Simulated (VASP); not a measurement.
Input:

```yaml
crystal:
  lattice:
    - [5.65293, 0.00000, 0.00000]
    - [0.00000, 5.65293, 0.00000]
    - [0.00000, 0.00000, 5.65293]
  atoms:
    - { symbol: Cs, position: [0.00000, 0.00000, 0.00000] }
    - { symbol: Pb, position: [0.50000, 0.50000, 0.50000] }
    - { symbol: Cl, position: [0.50000, 0.00000, 0.50000] }
    - { symbol: Cl, position: [0.00000, 0.50000, 0.50000] }
    - { symbol: Cl, position: [0.50000, 0.50000, 0.00000] }
```

All values below come from optB88-vdW, VASP's PBE PAW potentials (set 64) (plane waves; VASP). Run with 520 eV cut-off, Gaussian smearing of 0.050 eV, potentials Cs_sv Pb_d Cl.

Unless said otherwise, spin-orbit coupling is left out, though it shifts the bands of the heavy elements here.

Task: Give the energies of bands 13 to 25 at the high-symmetry points, in eV from the valence-band maximum.

Result: 
| band | Γ | X | M | R |
|---|---|---|---|---|
| 13 | -6.58 | -7.44 | -7.91 | -8.00 |
| 14 | -4.34 | -4.26 | -4.12 | -2.94 |
| 15 | -4.34 | -4.26 | -3.16 | -2.94 |
| 16 | -4.34 | -2.93 | -2.60 | -2.94 |
| 17 | -2.38 | -2.49 | -2.60 | -2.50 |
| 18 | -2.38 | -2.48 | -2.56 | -2.50 |
| 19 | -2.38 | -2.48 | -2.56 | -1.97 |
| 20 | -2.28 | -2.38 | -2.50 | -1.97 |
| 21 | -2.28 | -2.38 | -1.98 | -1.97 |
| 22 | -2.28 | -1.55 | -0.75 | 0.00 |
| 23 | 3.38 | 3.13 | 2.66 | 2.10 |
| 24 | 4.39 | 4.73 | 2.66 | 2.10 |
| 25 | 4.39 | 5.29 | 5.01 | 2.10 |

The gap is direct, 2.10 eV, from the valence maximum at R to the conduction minimum at R.

The compound is CsPbCl3 in the cubic perovskite structure, the ideal cubic form; the compound distorts at low or room temperature. It was relaxed first.
